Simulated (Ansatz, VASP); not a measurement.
# Cross-check of TiC between VASP and Ansatz, part 2 of 2

Aim: how closely do two programs agree when they are given the same cell, functional and k mesh? The cell is taken from a series of runs on this material, whose earlier steps may have relaxed, scaled, displaced or heated it; both programs get it as it stands.

VASP 6.6.1 and Ansatz 0.2.0.

So far: The structure; VASP: zone-centre phonons, LDA.

## (3) Ansatz: zone-centre phonons, LDA

Level of this step: Ansatz beside VASP: Kohn-Sham DFT, plane waves, LDA (Ansatz).

Ansatz runs on its PAW soft_1 files.

The same cell, functional (in two slightly different forms), mesh and smearing now go to Ansatz, which takes its cutoff from its data sets.

input.yaml

```yaml
crystal:
  lattice:
    - [-0.0139889161, 2.123098161, 2.1336595788]
    - [2.123098161, -0.0139889161, 2.1336595788]
    - [2.1091092449, 2.1091092449, 0.0]
  atoms:
    - { symbol: C, position: [0.5, 0.5, 0.5] }
    - { symbol: Ti, position: [0.0, 0.0, 0.0] }
kpoints:
  mp_grid: { grid: [16, 16, 16] }
hamiltonian:
  xc: lda
  pseudopotentials: { kind: paw, azcp: { folder: soft_1 }, xc_functional: pbe }
scf:
  occupations: { method: methfessel_paxton, width: 0.2 }
output:
  eigenvalues: true
phonons:
  method: dfpt
```

Run with:

```sh
$ ansatz run input.yaml --threads 4 --pin off --max-ram 10240MiB --backend cpu --events-out ev --progress --plain --runs-dir out
```

Numbers of over 12 decimals in the logs are rounded to 6 here.

What it wrote:

```text
zone centre: on kpoints.mp_grid the ground state, and the responses unless they are solved on pairs of k-points, stand on 1098 of the mesh's 4096 k-points, reduced under 4 symmetry operations, with k and −k counted as one. Each operation leaves every solved displacement unchanged or reverses it
Engine: ansatz 0.2.0, x86_64-unknown-linux-gnu
Pseudopotentials: kind: paw
Pseudopotential: C, paw, valence charge 4, recommended cutoff 420 eV (normal), soft_1/C.paw.azcp
Pseudopotential: Ti, paw, valence charge 12, recommended cutoff 420 eV (normal), soft_1/Ti.paw.azcp
Functional definition: SPW92
  exchange = slater_x
  correlation = pw_c
Crystal: 2 atoms, lattice volume = 19.234 Å³
Basis set: ecut = 420 eV, 343 PW (Γ), exchange–correlation on 48×48×48 points (8 copies of the dense FFT grid, shifted against one another)
Bands: 12, of which v1, the nominal top of the filled ones, is band 8 counted from 1 (7 counted from 0)
Symmetry: 8 space group operations
k-points: 1098 of 4096 (irreducible under 4 space group operations)
Non-local potential: C, projectors of the file, l = 0: 2, l = 1: 2, l = 2: 1
Non-local potential: Ti, projectors of the file, l = 0: 3, l = 1: 2, l = 2: 3, l = 3: 1
PAW form: soft (Blöchl's): semilocal exchange-correlation on the pseudo side does not see the compensation charge
PAW frozen core: C, regenerated for the run's functional, and the local potential with it (the file was generated under x = pbe(κ = 0.804, μ = 0.219515), c = pbe(β = 0.066725))
PAW frozen core: Ti, regenerated for the run's functional, and the local potential with it (the file was generated under x = pbe(κ = 0.804, μ = 0.219515), c = pbe(β = 0.066725))
PAW one-centre angular grid: C, 110 points (default); XC on 64 Gauss nodes
PAW one-centre angular grid: Ti, 590 points (default); XC on 64 Gauss nodes
Initial density: superposition of atomic densities (chi_scale 0.1, normalization cell, long waves kept (reshape's long-wave potential 0.00 eV rms))
Initial wavefunctions: pseudopotential atomic-orbital guess
Functional: x = slater, c = lda
SCF iter   1: F=—  HF=-2696.234313 eV  |F-HF|=—  |Δ(HF+E_count)|=         —  Δρ=1.45e-1  dr2=5.13e0  ethr=3.10e-3  ⟨swp⟩=4.4  Hψ=64354  notcnv=0
preconditioner: auto → none  [metal: Δε(μ)=0.036 eV  Ē_g=20.420 eV  σ=0.200 eV  W_gap=0.15  n_scr=8 (ndim 8)  ℏωp=31.7 eV  f_vac=0.000  D(μ)=0.21/eV (n_scr^D=0)  sad-step TF]
SCF iter   2: F=—  HF=-2695.700656 eV  |F-HF|=—  |Δ(HF+E_count)|=   5.34e-1  S|Δr|=    0.00e0  Δρ=1.01e-1  dr2=2.52e0  ethr=3.10e-3  ⟨swp⟩=2.0  Hψ=26052  notcnv=0
SCF iter   3: F=—  HF=-2695.189425 eV  |F-HF|=—  |Δ(HF+E_count)|=   5.11e-1  S|Δr|=    0.00e0  Δρ=1.14e-2  dr2=1.69e-2  ethr=3.10e-3  ⟨swp⟩=2.7  Hψ=26514  notcnv=1
SCF iter   4: F=—  HF=-2695.183385 eV  |F-HF|=—  |Δ(HF+E_count)|=   6.04e-3  S|Δr|=    0.00e0  Δρ=1.45e-3  dr2=1.28e-4  ethr=1.06e-4  ⟨swp⟩=2.6  Hψ=32423  notcnv=0
SCF iter   5: F=—  HF=-2695.183578 eV  |F-HF|=—  |Δ(HF+E_count)|=   1.93e-4  S|Δr|=    0.00e0  Δρ=3.34e-4  dr2=1.48e-5  ethr=8.03e-7  ⟨swp⟩=2.0  Hψ=17585  notcnv=0
SCF iter   6: F=—  HF=-2695.183575 eV  |F-HF|=—  |Δ(HF+E_count)|=   2.10e-6  S|Δr|=    0.00e0  Δρ=2.42e-5  dr2=8.69e-8  ethr=9.24e-8  ⟨swp⟩=2.0  Hψ=20782  notcnv=0
SCF iter   7: F=—  HF=-2695.183577 eV  |F-HF|=—  |Δ(HF+E_count)|=   1.23e-6  S|Δr|=    0.00e0  Δρ=1.50e-6  dr2=2.99e-10  ethr=5.43e-10  ⟨swp⟩=3.0  Hψ=21571  notcnv=0
SCF iter   8: F=—  HF=-2695.183577 eV  |F-HF|=—  |Δ(HF+E_count)|=  1.25e-10  S|Δr|=    0.00e0  Δρ=4.73e-7  dr2=4.13e-11  ethr=1.00e-12  ⟨swp⟩=5.4  Hψ=49847  notcnv=0
SCF iter   9: F=-2695.183577 eV  HF=-2695.183577 eV  |F-HF|=4.55e-13  |Δ(HF+E_count)|=  1.50e-11  S|Δr|=    0.00e0  Δρ=3.88e-8  dr2=3.65e-13  ethr=1.00e-12  ⟨swp⟩=5.0  Hψ=47272  notcnv=0
SCF 1 converged in 9 iterations: F = -2695.183577 eV  dr2 = 3.65e-13
  greatest PAW one-centre occupation: 0.998 electrons in one spin orbital (limit 2), on the Ti atom at site 1 (counted from 0), in its partial waves of l = 0
DFPT response loops at Γ: preconditioner auto → Kerker (q_TF=auto, 2.646 Å⁻¹) (partly filled bands, converged f_vac=0.000); β = 1.00, the filter's whole step (`scf.mixing.beta` (0.50) is not read by the response loops under this deck's `scf.mixing.preconditioner`; to damp them name `kerker` or `kerker_dos`, under which they read `scf.mixing.beta`, and type it under 1.00, their step now; both keys bind the ground state too); Broyden in place of MSR1
SCF converged after 9 iterations
Stability not checked: this state was not tested for a lower state beside it, because cold or Methfessel-Paxton smearing, or corrected tetrahedra, fill the levels in a way that the test cannot read (fill_not_monotonic; see scf.lower_state_search)
Free energy (F): -2695.183577 eV
Harris-Foulkes:  -2695.183577 eV  (|F-HF|=4.55e-13)
Internal energy: -2695.183362 eV  (E = F + TS)
E sigma→0 (E₀):  -2695.183523 eV
Entropy (-TS):   -0.000215 eV (-0.108 meV/atom)
Fermi energy:    15.255354 eV
--- Per-component energies (eV) ---
  E_band       = -98.291385
  E_kinetic    = 369.076837
  E_local      = -801.473807  (includes V_loc(G=0)·N_el)
  E_nonlocal   = 88.720772
  E_hartree    = 316.613412
  E_xc         = -164.153611
  E_vxc        = -205.853405  (∫ρ·V_xc dr)
  E_paw        = -1085.458345  (= ΣΔE_a)
  E_vpaw       = -181.988551  (= ΣTr[D̂ρ^β])
  E_aug_tail   = -0.000071  (compensation charges beyond the density's cutoff)
  E_ewald      = -1418.897332
  E_core_change = 0.388783  (= ΣΔE_core)
  E_smearing   = -0.000215  (= −TS)
  E_closure    = -0.000000  (closes the sum)
  Σ components = -2695.183577   (vs F -2695.183577, Δ=0.00e0)
--- Band table (eV; the first three rows and the last of 1098) ---
  k-point 0: bands = [... 4 lower, 2.7982, 15.8649, 15.8901, 16.0011, 16.9824, 17.0141, 17.0877, 17.0941]
  k-point 1: bands = [... 4 lower, 2.8945, 15.5135, 15.6854, 15.7503, 16.2896, 16.3131, 17.3088, 18.1364]
  k-point 2: bands = [... 4 lower, 3.1769, 14.6230, 14.9011, 14.9568, 16.3400, 16.3833, 17.6557, 19.2649]
  k-point 1097: bands = [... 4 lower, 5.1024, 11.8164, 13.4319, 15.2412, 15.4206, 18.2011, 19.0203, 19.0225]
--- Phonons (Γ-DFPT): 4 representative perturbations + reference, on 1098 of 4096 k-points (Σ response iterations 12) ---
  k mesh reduced under 4 symmetry operations, with k and −k counted as one. Each operation leaves every solved displacement unchanged or reverses it
  ASR residual: 1.822e-5 → 0.000e0 eV/Å²; symmetrization residual: 8.098e-7 eV/Å²
  ASR residual per site (eV/Å²): 1.24e-5 1.82e-5
  Γ frequencies (cm⁻¹): 0.00 0.00 0.00 552.20 555.79 573.74
  non-analytic LO–TO correction: not included (Born effective charges unavailable; polar crystals: no LO–TO splitting at Γ)
```

## (4) Comparison

Known differences besides the potentials themselves: the cutoff is 420 eV in Ansatz and 600 eV in VASP; VASP's log shows a relativistic correction to its local exchange, Ansatz's none. Total energies have different zeros and are not compared.

Compared:

| quantity | Ansatz | VASP | difference |
| --- | --- | --- | --- |
| optical mode 1 (cm⁻¹) | 552.2 | 553.5 | -0.24 % |
| optical mode 2 (cm⁻¹) | 555.8 | 557.4 | -0.29 % |
| optical mode 3 (cm⁻¹) | 573.7 | 575.5 | -0.31 % |

Modes are paired by rising frequency, not by their patterns, so a pair may set unlike modes beside each other; they are those without the splitting of longitudinal modes.

## (5) Results

```yaml
r_m_s_difference_of_the_optical_zone_centre_modes_each_program_s_sorted_by_frequency_zone_centre_phonons_lda: 1.6 cm⁻¹
```

**Reading.** The r.m.s. difference of the optical zone-centre modes, each program's sorted by frequency is 1.6 cm⁻¹ (zone-centre phonons, LDA). Such differences can come from data sets, numerical settings and the points named under the comparisons, not from the functional's error against experiment.

[Lines on the potential files, build, host, timing and source positions are cut from VASP's logs without a mark.]

[Logs are printed without paths, hosts, clocks, repeated set-up lines and the standing remarks that a program may print on its own settings, such as how far it seeks lower states.]

[Hosts, paths, dates, database ids (printed as entryN), source tags and the programs' standing remarks are cut or masked in the printed files.]
